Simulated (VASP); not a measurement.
Calculation: optB88-vdW, VASP's PBE PAW potentials (set 64) (plane waves; VASP).

A VASP calculation is set up with these files.

### KPOINTS
```
k-points along high-symmetry lines
15
Line-mode
Reciprocal
  0.000000   0.000000   0.000000 ! GAMMA
 -0.500000  -0.500000   0.000000 ! X

 -0.500000  -0.500000   0.000000 ! X
 -0.375000  -0.375000   0.250000 ! U

 -0.375000  -0.000000   0.375000 ! K
  0.000000   0.000000   0.000000 ! GAMMA

  0.000000   0.000000   0.000000 ! GAMMA
 -0.000000   0.000000   0.500000 ! L

 -0.000000   0.000000   0.500000 ! L
 -0.500000  -0.250000   0.250000 ! W

 -0.500000  -0.250000   0.250000 ! W
 -0.500000  -0.500000   0.000000 ! X
```

### INCAR
```
SYSTEM  =  ZnSe
PREC  =  Accurate; ENCUT  =  520; LREAL  =  .FALSE.
LASPH  =  .TRUE.; ICHARG  =  11
EDIFF  =  1E-7; NELM  =  100; ALGO  =  Normal
LMAXMIX  =  4
ISMEAR  =  0; SIGMA  =  0.05
GGA  =  BO; LUSE_VDW  =  .TRUE.; AGGAC  =  0.0
PARAM1  =  0.1833333333; PARAM2  =  0.22
LWAVE  =  .FALSE.; LCHARG  =  .FALSE.; LORBIT  =  11
```

### POSCAR
```
ZnSe
1
   -0.0000000000     2.8627958049     2.8627958049
    2.8627958049     0.0000000000     2.8627958049
    2.8627958049     2.8627958049     0.0000000000
Zn Se
1 1
Direct
  1.0000000000   0.0000000000   0.0000000000
  0.2500000000   0.2500000000   0.2500000000
```

POTCAR, in this order: Zn Se (PBE.64 set). Program: vasp_std. Read from the step before: CHGCAR.

Output of the run:

OUTCAR:
```
 ion  position               nearest neighbor table
   1  0.000  0.000  0.000-   2 2.48   2 2.48   2 2.48   2 2.48
   2  0.250  0.250  0.250-   1 2.48   1 2.48   1 2.48   1 2.48
  LATTYP: Found a face centered cubic cell.
 ALAT       =     5.7255916098
 Subroutine PRICEL returns:
 Original cell was already a primitive cell.
 Subroutine GETGRP returns: Found 24 space group operations
The static configuration has the point symmetry T_d .
The dynamic configuration has the point symmetry T_d .
 Subroutine INISYM returns: Found 24 space group operations
   k-points           NKPTS =     90   k-points in BZ     NKDIM =     90   number of bands    NBANDS=     13
   number of dos      NEDOS =    301   number of ions     NIONS =      2
   total plane-waves  NPLWV =  27000
   dimension x,y,z NGX =    30 NGY =   30 NGZ =   30
   dimension x,y,z NGXF=    60 NGYF=   60 NGZF=   60
   ions per type =               1   1
   PREC   = accura    normal or accurate (medium, high low for compatibility)
   ISTART =      0    job   : 0-new  1-cont  2-samecut
   ICHARG =     11    charge: 1-file 2-atom 10-const
   ISPIN  =      1    spin polarized calculation?
   LNONCOLLINEAR =      F non collinear calculations
   LSORBIT =      F    spin-orbit coupling
   INIWAV =      1    electr: 0-lowe 1-rand  2-diag
   ENCUT  =  520.0 eV  38.22 Ry    6.18 a.u.   7.53  7.53  7.53*2*pi/ulx,y,z
   NELM   =    100;   NELMIN=  2; NELMDL= -5     # of ELM steps
   EDIFF  = 0.1E-06   stopping-criterion for ELM
   LREAL  =      F    real-space projection
   NLSPLINE    = F    spline interpolate recip. space projectors
   LMAXMIX     =    4 max onsite mixed and CHGCAR
   VOSKOWN=      0    Vosko Wilk Nusair interpolation
   EDIFFG = 0.1E-05   stopping-criterion for IOM
   NSW    =      0    number of steps for IOM
   NBLOCK =      1;   KBLOCK =      1    inner block; outer block
   IBRION =     -1    ionic relax: 0-MD 1-quasi-New 2-CG
   NFREE  =      0    steps in history (QN), initial steepest desc. (CG)
   ISIF   =      2    stress and relaxation
   ISYM   =      2    0-nonsym 1-usesym 2-fastsym
   TEIN   =    0.0    initial temperature
   TEBEG  =    0.0;   TEEND  =   0.0 temperature during run
...
```

**OSZICAR**
```
       N       E                     dE             d eps       ncg     rms          rms(c)
DAV:   1     0.910229422953E+02    0.91023E+02   -0.90724E+03  2340   0.157E+03
DAV:   2     0.547108146127E+01   -0.85552E+02   -0.81613E+02  2543   0.278E+02
DAV:   3    -0.130509142267E+00   -0.56016E+01   -0.55099E+01  2800   0.697E+01
DAV:   4    -0.183551637876E+00   -0.53042E-01   -0.53028E-01  2600   0.721E+00
DAV:   5    -0.183847364667E+00   -0.29573E-03   -0.29572E-03  2820   0.490E-01
DAV:   6    -0.183850098605E+00   -0.27339E-05   -0.27339E-05  2660   0.467E-02
DAV:   7    -0.183850135114E+00   -0.36509E-07   -0.36518E-07  2805   0.488E-03
   1 F= -.18385014E+00 E0= -.18385014E+00  d E =-.483804E-15
```

OUTCAR:
```
 val. band max:        1.2079229833   @ k =   0.0000   0.0000   0.0000

 cond. band min:       2.2669951568   @ k =   0.0000   0.0000   0.0000



 k-point     1 :       0.0000    0.0000    0.0000
  band No.  band energies     occupation
      1     -11.8820      2.00000
      2      -5.3529      2.00000
      3      -5.3529      2.00000
      4      -5.3529      2.00000
      5      -5.0253      2.00000
      6      -5.0253      2.00000
      7       1.2079      2.00000
      8       1.2079      2.00000
      9       1.2079      2.00000
     10       2.2670      0.00000
     11       7.0224      0.00000
     12       7.0224      0.00000
     13       7.0224      0.00000

 k-point     2 :      -0.0357   -0.0357    0.0000
  band No.  band energies     occupation
      1     -11.8714      2.00000
      2      -5.3533      2.00000
      3      -5.3507      2.00000
      4      -5.3506      2.00000
      5      -5.0262      2.00000
      6      -5.0247      2.00000
      7       0.9853      2.00000
      8       1.1713      2.00000
      9       1.1713      2.00000
     10       2.5011      0.00000
     11       6.9429      0.00000
     12       7.0782      0.00000
     13       7.0783      0.00000

 k-point     3 :      -0.0714   -0.0714    0.0000
  band No.  band energies     occupation
      1     -11.8401      2.00000
      2      -5.3543      2.00000
      3      -5.3439      2.00000
      4      -5.3439      2.00000
      5      -5.0288      2.00000
      6      -5.0232      2.00000
      7       0.5574      2.00000
      8       1.0663      2.00000
      9       1.0663      2.00000
     10       2.9608      0.00000
     11       6.7310      0.00000
     12       7.2407      0.00000
     13       7.2407      0.00000

 k-point     4 :      -0.1071   -0.1071    0.0000
  band No.  band energies     occupation
      1     -11.7890      2.00000
      2      -5.3555      2.00000
      3      -5.3328      2.00000
      4      -5.3328      2.00000
...
```

The density is held fixed in this step, so its total energy and stress have no physical meaning.

The compound is ZnSe in the zinc blende structure. It was relaxed first.
